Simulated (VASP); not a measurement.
These are PBEsol GGA, VASP's PBE PAW potentials (set 64) (plane waves; VASP 6.6.1) values and carry that method's errors.

VASP input:

**POSCAR**
```
CdS
1
    2.1079513413    -3.6510786486     0.0000000000
    2.1079513413     3.6510786486     0.0000000000
    0.0000000000     0.0000000000     6.8497896759
Cd S
2 2
Direct
  0.6666670000   0.3333330000   0.4999846014
  0.3333330000   0.6666670000   0.9999846014
  0.6666670000   0.3333330000   0.8770153986
  0.3333330000   0.6666670000   0.3770153986
```

### KPOINTS
```
Automatic mesh
0
Gamma
6 6 4
0 0 0
```

**INCAR**
```
! general
SYSTEM   =  CdS
PREC     =  Accurate
ENCUT    =  520
LREAL    =  .FALSE.
LASPH    =  .TRUE.

! electronic loop
EDIFF    =  1E-7
NELM     =  100
ALGO     =  Normal
LMAXMIX  =  4

! smearing
ISMEAR   =  0
SIGMA    =  0.05

! functional
GGA      =  PS

! ions
IBRION   =  2
NSW      =  30
ISIF     =  4
EDIFFG   =  -0.01

! output
LWAVE    =  .FALSE.
LCHARG   =  .FALSE.
```

POTCAR, in this order: Cd S (PBE.64 set). Program: vasp_std.

**Question.** What will the output report for the number of irreducible k-points (NKPTS), largest plane-wave count, number of space-group operations, FFT grid (NGX, NGY, NGZ)?

**Answer.** 
```json
{
 "number of irreducible k-points (NKPTS)": "21",
 "largest_plane_wave_count": "2851",
 "number_of_space_group_operations": "12",
 "FFT grid (NGX, NGY, NGZ)": "32 × 32 × 54"
}
```

The compound is CdS in the wurtzite structure. This cell is one point of a volume scan, at 1.06 of the reference volume.
